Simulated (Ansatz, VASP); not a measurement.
# SnTe: VASP beside Ansatz, part 2 of 2

One calculation is typed for both programs; each brings its own data sets. How far apart do they land? The structure shown is the end of the Ansatz relaxation below.

VASP 6.6.1 and Ansatz 0.2.0.

So far. Step 3 (VASP: single point, PBEsol, pair 1): The run ends at a pressure of 0.07 GPa.

### Step 6. VASP: single point, PBEsol, pair 2

Level of this step: PBEsol; plane waves and PAW (Te, Sn_d) (VASP).

The same cell, functional, mesh and smearing now go to VASP, with its own data sets.

Contents of INCAR:

```
SYSTEM = SnTe
PREC = Accurate
ENCUT = 500
EDIFF = 1E-06
NELM = 120
ISMEAR = -1
SIGMA = 0.02
LREAL = .FALSE.
ALGO = Normal
GGA = PS
NBANDS = 26
LORBIT = 11
LWAVE = .FALSE.
LCHARG = .FALSE.
ISIF = 2
LASPH = .TRUE.
GGA_COMPAT = .FALSE.
EFERMI = MIDGAP
KPAR = 2
```

Contents of POSCAR:

```
SnTe
1.0
    4.4504564088      0.0000000000      0.0000000000
    0.0000000000      4.4504564088      0.0000000000
    0.0000000000      0.0000000000      6.1000011700
Te Sn
2 2
Direct
    0.0000000000      0.0000000000      0.5000000000
    0.5000000000      0.5000000000      0.0000000000
    0.0000000000      0.0000000000      0.0000000000
    0.5000000000      0.5000000000      0.5000000000
```

Contents of KPOINTS:

```
Automatic mesh
0
Gamma
6 6 5
0 0 0
```

PAW data sets: Te and Sn_d (PBE family, release 64).

Run with:

```bash
> mpirun -np 2 vasp_std
```

Numbers of over 12 decimals in the logs are rounded to 6 here.

Log:

```text
[banner, memory and clock lines left out]
running    2 mpi-ranks, on    1 nodes
[...]
[... a notice as in an earlier step ...]

 LDA part: xc-table for (Slater+PW92), standard interpolation
 POSCAR, INCAR and KPOINTS ok, starting setup
[...]
entering main loop
       N       E                     dE             d eps       ncg     rms          rms(c)
DAV:   1     0.323858231926E+03    0.32386E+03   -0.18310E+04  1562   0.179E+03
DAV:   2     0.240989934515E+02   -0.29976E+03   -0.29410E+03  1584   0.434E+02
DAV:   3    -0.149024268912E+02   -0.39001E+02   -0.38290E+02  1948   0.148E+02
DAV:   4    -0.166530392796E+02   -0.17506E+01   -0.17429E+01  1840   0.317E+01
[...]
DAV:  10    -0.166196349955E+02    0.45691E-04   -0.21817E-04  2038   0.121E-01    0.804E-02
DAV:  11    -0.166196344155E+02    0.57992E-06   -0.22428E-05  1590   0.266E-02    0.729E-02
DAV:  12    -0.166196342675E+02    0.14804E-06   -0.18090E-06  1294   0.128E-02
   1 F= -.16619634E+02 E0= -.16619629E+02  d E =-.106059E-04
```

Parts of OUTCAR (step 6):

```text
  Total        0.0012110      0.0012110      3.7777893      0.0000000      0.0000000     -0.0000000
  in kB        0.0160594      0.0160594     50.0967195      0.0000000      0.0000000     -0.0000000
  external PRESSURE =      16.7096128 kB  Pullay stress =       0.0000000 kB

 POSITION                                       TOTAL-FORCE (eV/Angst)
 -----------------------------------------------------------------------------------
      0.00000      0.00000      3.05000         0.000000     -0.000000     -0.000000
      2.22523      2.22523      0.00000         0.000000     -0.000000     -0.000000
      0.00000      0.00000      0.00000         0.000000      0.000000      0.000000
      2.22523      2.22523      3.05000        -0.000000     -0.000000      0.000000
 -----------------------------------------------------------------------------------
    total drift:                                0.000000      0.000000     -0.000000

  FREE ENERGIE OF THE ION-ELECTRON SYSTEM (eV)
  ---------------------------------------------------
  free  energy   TOTEN  =       -16.6196342675 eV

  energy  without entropy=      -16.6196236616  energy(sigma->0) =      -16.61962896

[... 1 part as in an earlier step ...]

[... 2 further parts left out ...]
[key lines of the parts left out:]
E-fermi :   7.1497
```

The run ends at a pressure of 1.67 GPa.

### Step 7. Comparison

What differs besides the data sets and the points named for the pairs above, as far as they apply: the data sets hold 60 valence electrons in Ansatz (on its PAW soft_1 files) and 40 in VASP. Total energies have different zeros and are not compared.

The two programs side by side:

```csv
quantity,Ansatz,VASP,difference
pressure (GPa),1.64,1.67,-0.03
gap on the k mesh (eV),0.322,0.321,+0.001
```

A gap on the mesh is an upper bound, since the band edges may lie between its points.

### Step 8. Ansatz: relaxation, PBEsol

This run makes the geometry at which the two programs are then compared. The cell compared in this pair holds 122.00 Å³, against 120.82 Å³ for the pair before.

The structure compared here is the end of the Ansatz relaxation.

Contents of input.yaml:

```yaml
crystal:
  lattice:
    - [4.468988775, 0.0, 0.0]
    - [0.0, 4.468988775, 0.0]
    - [0.0, 0.0, 6.16288778]
  atoms:
    - { symbol: Te, position: [0.0, 0.0, 0.5] }
    - { symbol: Te, position: [0.5, 0.5, 0.0] }
    - { symbol: Sn, position: [0.0, 0.0, 0.0] }
    - { symbol: Sn, position: [0.5, 0.5, 0.5] }
kpoints:
  mp_grid: { grid: [6, 6, 5] }
scf:
  occupations: { method: fermi_dirac, width: 0.02 }
hamiltonian:
  xc: pbesol
  pseudopotentials: { kind: paw, azcp: { folder: soft_1 }, xc_functional: pbe }
basis:
  ecutwfc: 600
output:
  forces: true
  stress: true
relax:
  f_tol: 0.005
  max_steps: 70
  cell: { stress_tol: 0.02, p_target: 0, fix: [c, alpha, beta, gamma] }
```

Run with:

```bash
> ansatz run input.yaml --threads 4 --pin off --max-ram 10240MiB --backend cpu --events-out ev --progress --plain --runs-dir out
```

Log:

```text
[...]
Crystal: 4 atoms, lattice volume = 123.084 Å³
Basis set: ecut = 600 eV, 4105 PW (Γ), exchange–correlation on 72×72×100 points (8 copies of the dense FFT grid, shifted against one another)
Bands: 36, of which v1, the nominal top of the filled ones, is band 30 counted from 1 (29 counted from 0)
Symmetry: 32 space group operations
[...]
k-points: 30 of 180
[...]
0.000000       0.000000       3.161318
  P = ⅓ Tr σ = 1.0486 GPa (10.486 kbar)
--- Relaxed structure (3 steps of the walk, 3 accepted, 1 SCFs on fresh bases) ---
[...]
cell:  # Å, volume = 122.0030 Å³
    - [4.449314, 0, 0.0]
    - [0, 4.449314, 0.0]
    - [0.0, 0.0, 6.16288778]
  atoms:
    - { symbol: Te, position: [0, 0, 0.5] }
    - { symbol: Te, position: [0.5, 0.5, 0.0] }
    - { symbol: Sn, position: [0, 0, 0.0] }
    - { symbol: Sn, position: [0.5, 0.5, 0.5] }
[key lines of the parts left out:]
SCF converged after 6 iterations
Free energy (F): -25703.992285 eV
Fermi energy:    9.813926 eV
```

### Step 9. VASP: single point, PBEsol, pair 3

The same cell, functional, mesh and smearing now go to VASP, with its own data sets.

INCAR is that of step 6.

Contents of POSCAR:

```
SnTe
1.0
    4.4493140923      0.0000000000      0.0000000000
    0.0000000000      4.4493140923      0.0000000000
    0.0000000000      0.0000000000      6.1628877800
Te Sn
2 2
Direct
    0.0000000000      0.0000000000      0.5000000000
    0.5000000000      0.5000000000      0.0000000000
    0.0000000000      0.0000000000      0.0000000000
    0.5000000000      0.5000000000      0.5000000000
```

KPOINTS is that of step 6.

Run with:

```bash
> mpirun -np 2 vasp_std
```

Log:

```text
[... set-up lines as in an earlier step ...]
 entering main loop
       N       E                     dE             d eps       ncg     rms          rms(c)
DAV:   1     0.325052804811E+03    0.32505E+03   -0.18422E+04  1574   0.176E+03
DAV:   2     0.248629088529E+02   -0.30019E+03   -0.29461E+03  1576   0.438E+02
DAV:   3    -0.149380298890E+02   -0.39801E+02   -0.38936E+02  1938   0.149E+02
DAV:   4    -0.166881695473E+02   -0.17501E+01   -0.17404E+01  1804   0.321E+01
[...]
DAV:  10    -0.166513902031E+02    0.61022E-04   -0.25797E-04  1944   0.131E-01    0.797E-02
DAV:  11    -0.166513901186E+02    0.84515E-07   -0.24959E-05  1654   0.277E-02    0.472E-02
DAV:  12    -0.166513897256E+02    0.39302E-06   -0.16016E-06  1358   0.119E-02
   1 F= -.16651390E+02 E0= -.16651389E+02  d E =-.163118E-05
```

From OUTCAR (step 9):

```text
  Total        0.0087535      0.0087535      2.4298930      0.0000000     -0.0000000     -0.0000000
  in kB        0.1149537      0.1149537     31.9100394      0.0000000     -0.0000000     -0.0000000
  external PRESSURE =      10.7133156 kB  Pullay stress =       0.0000000 kB

 POSITION                                       TOTAL-FORCE (eV/Angst)
 -----------------------------------------------------------------------------------
      0.00000      0.00000      3.08144        -0.000000      0.000000      0.000000
      2.22466      2.22466      0.00000        -0.000000      0.000000      0.000000
      0.00000      0.00000      0.00000        -0.000000      0.000000      0.000000
      2.22466      2.22466      3.08144         0.000000     -0.000000     -0.000000
 -----------------------------------------------------------------------------------
    total drift:                                0.000000      0.000000     -0.000000

  FREE ENERGIE OF THE ION-ELECTRON SYSTEM (eV)
  ---------------------------------------------------
  free  energy   TOTEN  =       -16.6513897256 eV

  energy  without entropy=      -16.6513880944  energy(sigma->0) =      -16.65138891

[... 1 part as in an earlier step ...]

[... 2 further parts left out ...]
[key lines of the parts left out:]
E-fermi :   7.0007
```

The run ends at a pressure of 1.07 GPa.

### Step 10. Comparison

What differs besides the data sets and the points named for the pairs above, as far as they apply: the data sets hold 60 valence electrons in Ansatz (on its PAW soft_1 files) and 40 in VASP. Total energies have different zeros and are not compared.

Compared:

```csv
quantity,Ansatz,VASP,difference
pressure (GPa),1.05,1.07,-0.02
gap on the k mesh (eV),0.408,0.407,+0.001
```

A gap on the mesh is an upper bound, since the band edges may lie between its points.

### Step 11. Summary of results

```
difference in gap on the k mesh (single point, PBEsol, pair 1) : -0.0014 eV
difference in gap on the k mesh (single point, PBEsol, pair 2) : 0.0015 eV
difference in gap on the k mesh (single point, PBEsol, pair 3) : 0.0012 eV
```

**Reading.** The difference in gap on the k mesh is 0.0015 eV (single point, PBEsol, pair 2), within the 0.08 eV picked in this series as the mark of a large difference. The data sets hold unlike numbers of valence electrons (60 in Ansatz and 40 in VASP), so part of the differences comes from the potentials. 4 further runs of this series are not shown here. How closely two codes agree says nothing of how well the functional describes the real material.

[Lines on the potential files, build, host, timing and source positions are cut from VASP's logs without a mark.]

[Logs are printed without paths, hosts, clocks, repeated set-up lines and the standing remarks that a program may print on its own settings, such as how far it seeks lower states.]

[Hosts, paths, dates, database ids (printed as entryN), source tags and the programs' standing remarks are cut or masked in the printed files.]
